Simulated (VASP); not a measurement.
```xyz
2
Lattice="0.0000 2.7050 2.7050 2.7050 0.0000 2.7050 2.7050 2.7050 0.0000" Properties=species:S:1:pos:R:3 pbc="T T T"
Zn     0.0000     0.0000     0.0000
S      1.3525     1.3525     1.3525
```

The numbers are results of PBE GGA, VASP's PBE PAW potentials (set 64) (plane waves; VASP), not measurements. Run with 400 eV cut-off, KSPACING 0.8 per Å, Gaussian smearing of 0.050 eV, potentials Zn S.

### Question
Give the stress tensor in GPa (positive for a compressed cell).

### Answer

```
2.53  0.00  0.00
0.00  2.53  0.00
0.00  0.00  2.53
```
The pressure is its mean diagonal, 2.53 GPa.

The compound is ZnS in the zinc blende structure. The cell was not relaxed at this level. The run is one of a series of settings (KGAMMA = .TRUE., KSPACING = 0.8, KPOINTS file removed against the base run), some of them coarse on purpose.
